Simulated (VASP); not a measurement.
Input:

```yaml
crystal:
  lattice:
    - [1.59549, -2.76346, 0.00000]
    - [1.59549, 2.76346, 0.00000]
    - [0.00000, 0.00000, 14.59052]
  atoms:
    - { symbol: Mo, position: [0.33333, 0.66667, 0.25000] }
    - { symbol: Mo, position: [0.66667, 0.33333, 0.75000] }
    - { symbol: S, position: [0.33333, 0.66667, 0.85707] }
    - { symbol: S, position: [0.66667, 0.33333, 0.35707] }
    - { symbol: S, position: [0.66667, 0.33333, 0.14293] }
    - { symbol: S, position: [0.33333, 0.66667, 0.64293] }
```

Calculation: PW91 GGA, VASP's PBE PAW potentials (set 64) (plane waves; VASP 6.6.1). Run with 520 eV cut-off, 9×9×2 Γ-centred mesh, tetrahedra with Blöchl corrections, potentials Mo_sv S.

The cores are frozen, which limits the accuracy of field gradients. Without a dispersion term in the relaxation, distances and binding between the weakly bound layers, chains or molecules are unreliable, and so is what depends on them.

Problem. Give the principal components of the electric field gradient (V/Å²) and the asymmetry η at each nucleus.

Solution. 
```tsv
atom	Vxx	Vyy	Vzz	η
Mo1	40.3	40.3	-80.5	0.00
Mo2	40.3	40.3	-80.5	0.00
S3	28.2	28.2	-56.5	0.00
S4	28.2	28.2	-56.5	0.00
S5	28.2	28.2	-56.5	0.00
S6	28.2	28.2	-56.5	0.00
```

The compound is MoS2 in the 2H layered structure. It was relaxed first, which changed the volume by +21 %.
